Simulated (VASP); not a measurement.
The system is Al4Ag.

```xyz
5
Lattice="-2.6192 2.7507 2.6511 2.6737 -2.7941 2.7490 2.6238 2.7987 -2.6945" Properties=species:S:1:pos:R:3 pbc="T T T"
Al    1.3119    1.3994   -1.3473
Al   -1.3096    1.3753    1.3255
Al    1.3392    1.3776    1.3528
Al    1.3369   -1.3971    1.3745
Ag    0.0000    0.0000    0.0000
```

The cell was built by a generator and needn't be a form met in nature.

The cell isn't the ideal one: cell strained at random at fixed volume.

| Property | Result |
| --- | --- |
| Program | VASP 6.6.1 |
| Task | relaxation of cell and atoms |
| Functional | BLYP |
| Potentials or basis | VASP PAW PBE potentials, release 64 (Al, Ag) |
| Cutoff | 600 eV |
| k mesh | 7 × 7 × 7 |
| Occupations | methfessel-paxton, width 0.1 eV |
| Spin | no spin polarisation |

At the start: pressure 37.1 GPa; volume 15.87 Å³/atom.

Question: Where does the relaxation end?

Answer: Over 8 steps the energy falls by 534.7 meV/atom and the volume is 22.42 Å³/atom (+41.2 %); space group Immm (No. 71, to 0.05 Å).

Step by step:
```tsv
step	energy change (eV)	largest force (eV/Å)	pressure (GPa)	volume (Å³)
1	0.0000	0.0000	37.13	79.36
2	-2.4099	0.0000	-4.11	129.53
3	-2.6669	0.0000	0.54	110.54
4	-2.6726	0.0000	-0.13	112.40
5	-2.6725	0.0000	0.15	111.67
6	-2.6729	0.0000	0.13	111.65
7	-2.6733	0.0000	0.15	111.62
8	-2.6736	0.0000	-0.02	112.08
```

Final structure:
```cif
data_structure
_symmetry_space_group_name_H-M 'P 1'
_symmetry_Int_Tables_number 1
_cell_length_a 5.2630
_cell_length_b 5.2629
_cell_length_c 5.2660
_cell_angle_alpha 111.037
_cell_angle_beta 107.863
_cell_angle_gamma 109.613
_cell_volume 112.08
loop_
_atom_site_label
_atom_site_type_symbol
_atom_site_fract_x
_atom_site_fract_y
_atom_site_fract_z
_atom_site_occupancy
Al1 Al 0.00000 0.00000 0.50000 1
Al2 Al 0.50000 0.00000 0.00000 1
Al3 Al 0.50000 0.50000 0.50000 1
Al4 Al 0.00000 0.50000 0.00000 1
Ag1 Ag 0.00000 0.00000 0.00000 1
```

Caveat: the PAW data sets were made with another functional, which shifts forces and pressure a little.
